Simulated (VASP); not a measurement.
# BP with r2SCAN: from relaxation to properties, part 2 of 2

What structure does BP take at this level, and what are its properties? The start is a cell from a database of measured crystal structures.

VASP 6.6.1; r2SCAN; plane waves and PAW (B, P).

So far, gap on the k-mesh (eV): step 2 (full relaxation (r2SCAN)) 1.44; step 5 (total and projected DOS (r2SCAN)) 1.47; step 7 (volume scan with r2SCAN) 1.35.

### Step 8. Volume scan with r2SCAN (run 2) (continued)

This step gave:

* free energy (TOTEN): -17.28 eV
* Fermi energy: 8.145 eV
* pressure: 7.511 GPa
* gap on the k-mesh: 1.378 eV
* least direct gap on the k-mesh: 3.710 eV

The pressure falls from 11.83 to 7.51 GPa.

The run ends at a pressure of 7.51 GPa.

### Step 9. Volume scan with r2SCAN (run 3)

File INCAR:

```
SYSTEM = BP
PREC = Accurate
ENCUT = 420
EDIFF = 1E-06
NELM = 100
ISMEAR = 0
SIGMA = 0.05
LREAL = .FALSE.
ALGO = Normal
METAGGA = R2SCAN
LASPH = .TRUE.
NBANDS = 10
LORBIT = 11
LWAVE = .FALSE.
LCHARG = .FALSE.
KPAR = 2
ISIF = 2
```

File POSCAR:

```
BP
1.0
    0.0000000000      2.2512207473      2.2512207473
    2.2512207473      0.0000000000      2.2512207473
    2.2512207473      2.2512207473      0.0000000000
B P
1 1
Direct
    0.0000000000      0.0000000000      0.0000000000
    0.2500000000      0.2500000000      0.2500000000
```

File KPOINTS:

```
Automatic mesh
0
Gamma
7 7 7
0 0 0
```

Potentials, in the order of the species: B and P (PBE family, release 64).

Run with:

```
> mpirun -np 2 vasp_std
```

Elapsed: 5.6 s, on 2 MPI ranks of Intel Xeon Platinum 8375C at 2.90GHz (Ice Lake), shared host; peak memory 0.24 GiB.

The pressure falls from 7.51 to 3.58 GPa.

The run ends at a pressure of 3.58 GPa.

### Step 10. Volume scan with r2SCAN (run 4)

INCAR is that of step 9.

File POSCAR:

```
BP
1.0
    0.0000000000      2.2664321597      2.2664321597
    2.2664321597      0.0000000000      2.2664321597
    2.2664321597      2.2664321597      0.0000000000
B P
1 1
Direct
    0.0000000000      0.0000000000      0.0000000000
    0.2500000000      0.2500000000      0.2500000000
```

KPOINTS is that of step 9.

Run with:

```
> mpirun -np 2 vasp_std
```

Run time: 5.8 s. Hardware: 2 MPI ranks; peak memory 0.24 GiB.

The pressure falls from 3.58 to 0.02 GPa.

The run ends at a pressure of 0.02 GPa.

### Step 11. Volume scan with r2SCAN (run 5)

INCAR is that of step 10.

File POSCAR:

```
BP
1.0
    0.0000000000      2.2814420816      2.2814420816
    2.2814420816      0.0000000000      2.2814420816
    2.2814420816      2.2814420816      0.0000000000
B P
1 1
Direct
    0.0000000000      0.0000000000      0.0000000000
    0.2500000000      0.2500000000      0.2500000000
```

KPOINTS is that of step 10.

Run with:

```
> mpirun -np 2 vasp_std
```

Run time: 5.8 s. Hardware: 2 MPI ranks; peak memory 0.24 GiB; 10 s of CPU time.

The pressure falls from 0.02 to -3.23 GPa.

The run ends at a pressure of -3.23 GPa.

### Step 12. Volume scan with r2SCAN (run 6)

INCAR is that of step 11.

File POSCAR:

```
BP
1.0
    0.0000000000      2.2962570557      2.2962570557
    2.2962570557      0.0000000000      2.2962570557
    2.2962570557      2.2962570557      0.0000000000
B P
1 1
Direct
    0.0000000000      0.0000000000      0.0000000000
    0.2500000000      0.2500000000      0.2500000000
```

KPOINTS is that of step 11.

Run with:

```
> mpirun -np 2 vasp_std
```

It took 5.6 s on 2 MPI ranks; peak memory 0.24 GiB; 9.9 s of CPU time.

The pressure falls from -3.23 to -6.18 GPa.

The run ends at a pressure of -6.18 GPa.

### Step 13. Volume scan with r2SCAN (run 7)

A prediction first. A parabola through the 6 pressures of evenly scaled cells so far, P = 0.01 -170.5 t +329 t² GPa with t = ln(V/V₁) and V₁ the volume at scale 1, gives -8.81 GPa at t = +0.0583.

INCAR is that of step 12.

File POSCAR:

```
BP
1.0
    0.0000000000      2.3108832912      2.3108832912
    2.3108832912      0.0000000000      2.3108832912
    2.3108832912      2.3108832912      0.0000000000
B P
1 1
Direct
    0.0000000000      0.0000000000      0.0000000000
    0.2500000000      0.2500000000      0.2500000000
```

KPOINTS is that of step 12.

Run with:

```
> mpirun -np 2 vasp_std
```

Wall time 6 s (2 MPI ranks); peak memory 0.24 GiB.

The pressure falls from -6.18 to -8.86 GPa. The parabola predicted -8.81 GPa, +0.05 GPa off.

### Step 14. Comparing the runs

Times are for 2 MPI ranks of Intel Xeon Platinum 8375C at 2.90GHz (Ice Lake), shared host. Results by setting:

| no. | volume scale | energy above the lowest point (meV/atom) | pressure (GPa) | gap on the k-mesh (eV) | time | memory (GiB) |
| --- | --- | --- | --- | --- | --- | --- |
| 1 | 0.94 | 24.71 | 11.83 | 1.345 | 5.6 s | 0.24 |
| 2 | 0.96 | 10.67 | 7.511 | 1.378 | 5.6 s | 0.24 |
| 3 | 0.98 | 2.61 | 3.585 | 1.411 | 5.6 s | 0.24 |
| 4 | 1 | 0 | 0.01597 | 1.441 | 5.8 s | 0.24 |
| 5 | 1.02 | 2.34 | -3.230 | 1.471 | 5.8 s | 0.24 |
| 6 | 1.04 | 9.19 | -6.179 | 1.499 | 5.6 s | 0.24 |
| 7 | 1.06 | 20.11 | -8.861 | 1.526 | 6 s | 0.24 |

### Step 15. Fit for r2SCAN

This step: Birch-Murnaghan fit, r2SCAN; plane waves and PAW (VASP 6.6.1).

Derived from the runs above.

This step gave:

```yaml
pressure_derivative_of_the_bulk_modulus: 3.758
r_m_s_error_of_the_fit: 5.24e-6 eV/atom
minimum_inside_the_sampled_range: yes
bulk_modulus: 170.0 GPa
equilibrium_volume_of_the_fit: 11.64 Å³/atom
```

Energy above the fitted minimum against volume:

| volume (Å³/atom) | energy above the fitted minimum (eV/atom) |
| --- | --- |
| 10.944 | 0.0247 |
| 11.176 | 0.0107 |
| 11.409 | 0.00260 |
| 11.642 | -3.8e-6 |
| 11.875 | 0.00234 |
| 12.108 | 0.00918 |
| 12.341 | 0.0201 |

The fitted volume lies +0.02 % from the relaxed one.

### Step 16. Summary of results

```json
{"relaxed volume": "11.64 Å³/atom", "relaxed conventional cell a, b, c": "4.533, 4.533, 4.533 Å", "space group after relaxing, within 0.02 Å": "F-43m (No. 216)", "band gap": "1.44 eV, indirect (least direct gap of that run 3.64 eV)", "gap among the points of the DOS mesh alone, an upper bound": "1.47 eV", "highest zone-centre mode": "820 cm⁻¹", "bulk modulus from the fit": "170 GPa", "volume from the fit": "11.6 Å³/atom"}
```

What this shows: With r2SCAN, BP relaxes to 11.64 Å³/atom in space group F-43m (held by the symmetry of the run), has an indirect gap of 1.44 eV and has a bulk modulus of 170 GPa. Against the listed cell the volume lies -0.3 %. Bands along the symmetry lines (r2SCAN): The path shows an indirect gap of 1.44 eV (valence top at Γ, conduction bottom between Γ and X). The least direct gap is 3.64 eV. Zone-centre phonons (r2SCAN): The highest mode in this list at Γ, 820.5 cm⁻¹, is mostly motion of B (74 % of the kinetic energy). Semilocal functionals usually underestimate gaps. Modes at Γ alone can't show that the crystal is stable at other wave vectors, and the LO-TO splitting is not included. No search among competing phases was made, and a listed structure need not be the one stable at ambient conditions. All values are for a static lattice at zero temperature.

[Lines on the potential files, build, host, timing and source positions are cut from VASP's logs without a mark.]

[Logs are printed without paths, hosts, clocks, repeated set-up lines and the standing remarks that a program may print on its own settings, such as how far it seeks lower states.]

[Hosts, paths, dates, database ids (printed as entryN), source tags and the programs' standing remarks are cut or masked in the printed files.]

[A measured line is paired with the nearest computed mode of its activity, which favours agreement.]
